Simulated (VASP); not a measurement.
Computed with PW91 GGA, VASP's PBE PAW potentials (set 64) (plane waves; VASP).

Input for VASP

**KPOINTS**
```
K-points
0
G
13 13 13
0 0 0
```

**POSCAR**
```
Ca
1
    0.0000000000     2.7570423464     2.7570423464
    2.7570423464     0.0000000000     2.7570423464
    2.7570423464     2.7570423464     0.0000000000
Ca
1
Direct
  0.0000000000   0.0000000000   0.0000000000
```

### INCAR
```
SYSTEM = Ca
PREC = Accurate
ENCUT = 520
EDIFF = 1E-7
NELM = 100
ALGO = Normal
LREAL = .FALSE.
LASPH = .TRUE.
ISMEAR = -5
GGA = 91
LWAVE = .FALSE.
LCHARG = .TRUE.
LORBIT = 11
NEDOS = 601
ISIF = 2
```

POTCAR, in this order: Ca_sv (PBE.64 set). Program: vasp_std.

What VASP printed:

### OSZICAR
```
       N       E                     dE             d eps       ncg     rms          rms(c)
DAV:   1     0.610774860579E+02    0.61077E+02   -0.50755E+03  1512   0.999E+02
DAV:   2    -0.659765769674E+00   -0.61737E+02   -0.61544E+02  1571   0.226E+02
DAV:   3    -0.188813997488E+01   -0.12284E+01   -0.12255E+01  2358   0.338E+01
DAV:   4    -0.193556738371E+01   -0.47427E-01   -0.47334E-01  2272   0.509E+00
DAV:   5    -0.193609687013E+01   -0.52949E-03   -0.52798E-03  2479   0.422E-01    0.215E+00
DAV:   6    -0.192969583309E+01    0.64010E-02   -0.14864E-02  1905   0.144E+00    0.133E+00
DAV:   7    -0.193076222937E+01   -0.10664E-02   -0.22484E-02  1891   0.187E+00    0.108E-01
DAV:   8    -0.193010150344E+01    0.66073E-03   -0.26330E-03  1789   0.551E-01    0.256E-02
DAV:   9    -0.193010686438E+01   -0.53609E-05   -0.11813E-04  2252   0.978E-02    0.537E-03
DAV:  10    -0.193011183122E+01   -0.49668E-05   -0.80095E-06  2234   0.305E-02    0.106E-03
DAV:  11    -0.193011174164E+01    0.89578E-07   -0.25382E-07  2284   0.453E-03
   1 F= -.19301117E+01 E0= -.19301117E+01  d E =0.000000E+00
```

### OUTCAR
```
------------------------ aborting loop because EDIFF is reached ----------------------------------------
  FORCE on cell =-STRESS in cart. coord.  units (eV):
  Direction    XX          YY          ZZ          XY          YZ          ZX
  --------------------------------------------------------------------------------------
  Total       -0.0311655     -0.0311655     -0.0311655      0.0000000      0.0000000      0.0000000
  in kB       -1.1913071     -1.1913071     -1.1913071      0.0000000      0.0000000      0.0000000
  external PRESSURE =      -1.1913071 kB  Pullay stress =       0.0000000 kB
  volume of cell :       41.91
      direct lattice vectors                 reciprocal lattice vectors
     0.000000000  2.757042346  2.757042346    -0.181353761  0.181353761  0.181353761
     2.757042346  0.000000000  2.757042346     0.181353761 -0.181353761  0.181353761
     2.757042346  2.757042346  0.000000000     0.181353761  0.181353761 -0.181353761
 POSITION                                       TOTAL-FORCE (eV/Angst)
 -----------------------------------------------------------------------------------
      0.00000      0.00000      0.00000         0.000000      0.000000     -0.000000
 -----------------------------------------------------------------------------------
    total drift:                               -0.000000     -0.000000     -0.000000
  FREE ENERGIE OF THE ION-ELECTRON SYSTEM (eV)
  ---------------------------------------------------
  free  energy   TOTEN  =        -1.9301117416 eV

  energy  without entropy=       -1.9301117416  energy(sigma->0) =       -1.93011174

 total charge

# of ion       s       p       d       tot
------------------------------------------
    1        2.086   5.830   0.167   8.083
```
(Selected blocks of OUTCAR.)

For a metal the tetrahedron method with Blöchl corrections gives inexact stress and forces.

The compound is Ca in the fcc structure. It was relaxed first.
